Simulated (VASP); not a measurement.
Input of a VASP 6.6.1 run:

File POSCAR:

```
Ta2SiN2
1.0
    3.4843910000      0.0000000000      0.0000000000
   -1.7421960000      3.0175710000      0.0000000000
    0.0000000000      0.0000000000     12.7786600000
Ta Si N
4 2 4
Direct
    0.6666670000      0.3333330000      0.1068290000
    0.3333330000      0.6666670000      0.8931710000
    0.3333330000      0.6666670000      0.6068290000
    0.6666670000      0.3333330000      0.3931710000
    0.0000000000      0.0000000000      0.2500000000
    0.0000000000      0.0000000000      0.7500000000
    0.6666670000      0.3333330000      0.9349010000
    0.3333330000      0.6666670000      0.0650990000
    0.3333330000      0.6666670000      0.4349010000
    0.6666670000      0.3333330000      0.5650990000
```

The input INCAR.step1:

```
SYSTEM = Ta2SiN2
ALGO = Normal
EDIFF = 1E-7
ENCUT = 520
GGA = PE
ISIF = 2
ISMEAR = 0
LASPH = .True.
LCHARG = .True.
LMAXMIX = 4
LREAL = .False.
LWAVE = .False.
NBANDS = 47
NELM = 80
PREC = Accurate
SIGMA = 0.1
```

KPOINTS.step1

```
k-points
0
Gamma
  10 10 4
  0 0 0
```

The input INCAR.step2:

```
SYSTEM = Ta2SiN2
ALGO = Normal
EDIFF = 1E-7
ENCUT = 520
GGA = PE
ICHARG = 11
ISIF = 2
ISMEAR = 0
LASPH = .True.
LCHARG = .False.
LMAXMIX = 4
LREAL = .False.
LWAVE = .False.
NBANDS = 47
NELM = 80
PREC = Accurate
SIGMA = 0.05
```

Contents of KPOINTS.step2:

```
path GMKGALHA,LM,KH
20
line-mode
reciprocal
 0.0000000000  0.0000000000  0.0000000000  G
 0.5000000000  0.0000000000  0.0000000000  M

 0.5000000000  0.0000000000  0.0000000000  M
 0.3333333333  0.3333333333  0.0000000000  K

 0.3333333333  0.3333333333  0.0000000000  K
 0.0000000000  0.0000000000  0.0000000000  G

 0.0000000000  0.0000000000  0.0000000000  G
 0.0000000000  0.0000000000  0.5000000000  A

 0.0000000000  0.0000000000  0.5000000000  A
 0.5000000000  0.0000000000  0.5000000000  L

 0.5000000000  0.0000000000  0.5000000000  L
 0.3333333333  0.3333333333  0.5000000000  H

 0.3333333333  0.3333333333  0.5000000000  H
 0.0000000000  0.0000000000  0.5000000000  A

 0.5000000000  0.0000000000  0.5000000000  L
 0.5000000000  0.0000000000  0.0000000000  M

 0.3333333333  0.3333333333  0.0000000000  K
 0.3333333333  0.3333333333  0.5000000000  H
```

Potentials or basis: VASP PAW PBE potentials, release 64 (Ta_pv, Si, N).

The run is started by

```console
$ cat potpaw_PBE.64/Ta_pv/POTCAR potpaw_PBE.64/Si/POTCAR potpaw_PBE.64/N/POTCAR > POTCAR
$ cp INCAR.step1 INCAR
$ cp KPOINTS.step1 KPOINTS
$ mpirun -np 1 vasp_std > vasp.out
$ cp INCAR.step2 INCAR
$ cp KPOINTS.step2 KPOINTS
$ mpirun -np 1 vasp_std > vasp.out
```

Question: What does it give for the band gap along the path?

Answer: None (metal or under the smearing width).

Levels at the corners of the path, in eV from the Fermi level:
```csv
point,band 33,band 34,band 35,band 36,band 37,band 38,band 39,band 40
Γ,0.01,0.16,0.16,0.38,0.59,0.59,1.15,1.16
M,-2.02,-1.71,-1.10,-0.89,0.54,1.05,1.06,1.06
M,-2.02,-1.71,-1.10,-0.89,0.54,1.05,1.06,1.06
K,-3.05,-2.82,-1.61,-1.61,-0.55,0.08,0.49,0.80
K,-3.05,-2.82,-1.61,-1.61,-0.55,0.08,0.49,0.80
Γ,0.01,0.16,0.16,0.38,0.59,0.59,1.15,1.16
Γ,0.01,0.16,0.16,0.38,0.59,0.59,1.15,1.16
A,0.09,0.09,0.09,0.09,0.83,0.83,0.83,0.83
A,0.09,0.09,0.09,0.09,0.83,0.83,0.83,0.83
L,-1.84,-1.84,-1.00,-1.00,0.67,0.67,1.13,1.13
L,-1.84,-1.84,-1.00,-1.00,0.67,0.67,1.13,1.13
H,-2.94,-2.94,-2.09,-2.09,-0.30,-0.30,0.82,0.82
H,-2.94,-2.94,-2.09,-2.09,-0.30,-0.30,0.82,0.82
A,0.09,0.09,0.09,0.09,0.83,0.83,0.83,0.83
L,-1.84,-1.84,-1.00,-1.00,0.67,0.67,1.13,1.13
M,-2.02,-1.71,-1.10,-0.89,0.54,1.05,1.06,1.06
K,-3.05,-2.82,-1.61,-1.61,-0.55,0.08,0.49,0.80
H,-2.94,-2.94,-2.09,-2.09,-0.30,-0.30,0.82,0.82
```

Caveat: the log is that of the step along the path at fixed density, whose energy, stress, charges and moments have no meaning; spin-orbit coupling is left out, which moves the levels of the heavy elements.
